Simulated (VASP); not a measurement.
Runs of VASP 6.6.1 on SZnBrH. The cell holds a molecule in a box, 4 atoms: a = 11.000 Å, b = 14.000 Å, c = 11.000 Å, α = 90.00°, β = 90.00°, γ = 90.00°. 

```csv
task,level,potentials or basis,cell,cutoff (eV),gap on the mesh (eV),largest force (eV/Å)
relaxation of the atoms,PBE+D3(BJ),"VASP PAW PBE potentials, release 64 (S, Zn, Br, H)",atoms relaxed,520,(a),0.01
relaxation of the atoms,PBE,"VASP PAW PBE potentials, release 64 (S, Zn, Br, H)","atoms relaxed from: atoms moved at random, drawn with an rms of 0.02 Å",520,4.18,0.01
electron localisation function,PBE,"VASP PAW PBE potentials, release 64 (S, Zn, Br, H)",as given,520,4.13,0.24
atomic charges,PBE+TS,"VASP PAW PBE potentials, release 64 (S, Zn, Br, H)",as given,520,4.13,0.24
single point,vdW-DF2,"VASP PAW PBE potentials, release 64 (S, Zn, Br, H)",as given,520,3.88,0.43
single point,PBE,"VASP PAW PBE potentials, release 64 (S, Zn, Br, H)","atoms moved at random, drawn with an rms of 0.05 Å",520,4.17,2.02
single point,SCAN+D4,"VASP PAW PBE potentials, release 64 (S_h, Zn, Br, H_h)",as given,900,4.64,(b)
single point,PBE,"VASP PAW PBE potentials, release 64 (S, Zn, Br, H)",as given,520,4.13,0.24
```

Alike in all rows: no spin polarisation; k mesh 1 × 1 × 1; smearing gaussian 0.01 eV.

**Question.** Fill in the values left out.

**Answer.** (a) 4.19; (b) 0.47.

Caveats: the PAW data sets were made with another functional, which shifts forces and pressure a little (some runs).

A k mesh can miss the band edges, and the runs leave out spin-orbit coupling on Br.
